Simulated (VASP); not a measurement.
Here is the system:

```yaml
crystal:
  lattice:
    - [4.43531, 0.00000, 0.00000]
    - [0.00000, 4.43531, 0.00000]
    - [0.00000, 0.00000, 3.17919]
  atoms:
    - { symbol: Os, position: [0.00000, 0.00000, 0.00000] }
    - { symbol: Os, position: [0.50000, 0.50000, 0.50000] }
    - { symbol: O, position: [0.30904, 0.30904, 0.00000] }
    - { symbol: O, position: [0.69096, 0.69096, 0.00000] }
    - { symbol: O, position: [0.19096, 0.80904, 0.50000] }
    - { symbol: O, position: [0.80904, 0.19096, 0.50000] }
```

Method: LDA (Ceperley-Alder, Perdew-Zunger) with spin-orbit coupling, VASP's LDA PAW potentials (set 64) (plane waves; VASP). Run with 520 eV cut-off, 6×6×9 Γ-centred mesh, Gaussian smearing of 0.050 eV, potentials Os O.

Problem. Give the energies of bands 33 to 46 at the high-symmetry points, in eV from the Fermi level.

Solution. 
```json
[
 {"band": "33", "Γ": "-1.80", "X": "-0.74", "M": "-1.69", "Z": "-0.90", "R": "-1.99", "A": "-0.86"},
 {"band": "34", "Γ": "-1.80", "X": "-0.74", "M": "-1.69", "Z": "-0.90", "R": "-1.99", "A": "-0.86"},
 {"band": "35", "Γ": "-1.66", "X": "-0.74", "M": "-1.69", "Z": "-0.90", "R": "-1.96", "A": "-0.86"},
 {"band": "36", "Γ": "-1.66", "X": "-0.74", "M": "-1.69", "Z": "-0.90", "R": "-1.96", "A": "-0.86"},
 {"band": "37", "Γ": "-1.47", "X": "-0.37", "M": "-1.15", "Z": "0.08", "R": "-0.75", "A": "-0.56"},
 {"band": "38", "Γ": "-1.47", "X": "-0.37", "M": "-1.15", "Z": "0.08", "R": "-0.75", "A": "-0.56"},
 {"band": "39", "Γ": "-1.24", "X": "-0.37", "M": "-1.15", "Z": "0.08", "R": "-0.52", "A": "-0.56"},
 {"band": "40", "Γ": "-1.24", "X": "-0.37", "M": "-1.15", "Z": "0.08", "R": "-0.52", "A": "-0.56"},
 {"band": "41", "Γ": "-0.91", "X": "0.61", "M": "0.93", "Z": "1.11", "R": "1.23", "A": "0.43"},
 {"band": "42", "Γ": "-0.91", "X": "0.61", "M": "0.93", "Z": "1.11", "R": "1.23", "A": "0.43"},
 {"band": "43", "Γ": "2.29", "X": "0.61", "M": "0.93", "Z": "1.11", "R": "1.57", "A": "0.43"},
 {"band": "44", "Γ": "2.29", "X": "0.61", "M": "0.93", "Z": "1.11", "R": "1.57", "A": "0.43"},
 {"band": "45", "Γ": "2.31", "X": "4.67", "M": "3.90", "Z": "3.47", "R": "2.65", "A": "3.41"},
 {"band": "46", "Γ": "2.31", "X": "4.67", "M": "3.90", "Z": "3.47", "R": "2.65", "A": "3.41"}
]
```

It has no gap at this level: it comes out as a metal or semimetal.

The structure comes from a computed database's OsO2 entry (P4_2/mnm); how it stands against other phases isn't given here. It was relaxed first.
